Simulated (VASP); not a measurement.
Input:

```
Hf3VN4
1.0
    0.00000     2.21378     2.21378
    2.21378     0.00000     2.21378
    8.74156     8.74156     0.11358
V N Hf
1 4 3
Direct
  0.00000   0.00000   0.00000
  0.51537   0.51537   0.11347
  0.51023   0.51023   0.36733
  0.48977   0.48977   0.63267
  0.48463   0.48463   0.88653
  0.01793   0.01793   0.23656
  0.00000   0.00000   0.50000
  0.98207   0.98207   0.76344
```

Computed with PBEsol GGA, VASP's PBE PAW potentials (set 64) (plane waves; VASP 6.6.1). Numerical set-up: 520 eV cut-off, 13×13×4 Γ-centred mesh, tetrahedra with Blöchl corrections, potentials V_sv N Hf_pv.

Unless said otherwise, spin-orbit coupling is left out, though it shifts the bands of the heavy elements here.

Question: What does the run give for the energy per atom (σ→0), band gap (on the k-mesh) with the smallest direct gap where there is one?

Answer: 
The band gap (on the k-mesh) comes out as none (metal, semimetal or under 0.01 eV) and the energy per atom (σ→0) is -11.162 eV/atom.

The structure was generated: Hf3VN4 was put into an ordered model structure (R-3m), which need not be its known phase. It was relaxed first. The run is not spin-polarised, so no magnetic state was tried. The electron count is odd and the run is not spin-polarised, which forces a metal.
